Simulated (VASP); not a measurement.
Zn:

```
Zn
1.0
     2.67000    0.00000    0.00000
    -1.33500    2.31229    0.00000
     0.00000    0.00000    4.96600
Zn
2
Cartesian
  0.0000 1.5415 1.2415
  1.3350 0.7708 3.7245
```

```yaml
Program: VASP 6.6.1
Task: relaxation of cell and atoms
Functional: r2SCAN
Potentials_or_basis: VASP PAW PBE potentials, release 64 (Zn)
Cutoff: 600 eV
k_mesh: 18 × 18 × 8
Occupations: methfessel-paxton, width 0.1 eV
Spin: no spin polarisation
```

At the start: pressure -4.6 GPa; volume 15.33 Å³/atom.

Task: Where does the relaxation end?

Result: Over 11 steps the energy falls by 16.0 meV/atom and the volume is 14.66 Å³/atom (-4.4 %); space group P6_3/mmc (No. 194, to 0.05 Å).

Step by step:
| step | energy change (eV) | largest force (eV/Å) | pressure (GPa) | volume (Å³) |
| --- | --- | --- | --- | --- |
| 1 | 0.0000 | 0.0000 | -4.57 | 30.66 |
| 2 | -0.0312 | 0.0000 | 0.57 | 28.76 |
| 3 | -0.0313 | 0.0000 | 0.10 | 28.89 |
| 4 | -0.0313 | 0.0000 | -0.05 | 28.92 |
| 5 | -0.0313 | 0.0000 | 0.05 | 28.94 |
| 6 | -0.0315 | 0.0000 | -0.13 | 28.98 |
| 7 | -0.0318 | 0.0000 | 0.18 | 29.06 |
| 8 | -0.0319 | 0.0000 | 0.43 | 29.22 |
| 9 | -0.0320 | 0.0000 | 0.32 | 29.15 |
| 10 | -0.0320 | 0.0000 | 0.23 | 29.19 |
| 11 | -0.0320 | 0.0000 | -0.03 | 29.32 |

Final structure:
```cif
data_structure
_symmetry_space_group_name_H-M 'P 1'
_symmetry_Int_Tables_number 1
_cell_length_a 2.5947
_cell_length_b 2.5947
_cell_length_c 5.0285
_cell_angle_alpha 90.000
_cell_angle_beta 90.000
_cell_angle_gamma 120.000
_cell_volume 29.32
loop_
_atom_site_label
_atom_site_type_symbol
_atom_site_fract_x
_atom_site_fract_y
_atom_site_fract_z
_atom_site_occupancy
Zn1 Zn 0.33333 0.66667 0.25000 1
Zn2 Zn 0.66667 0.33333 0.75000 1
```

Caveat: the PAW data sets were made with another functional, which shifts forces and pressure a little.
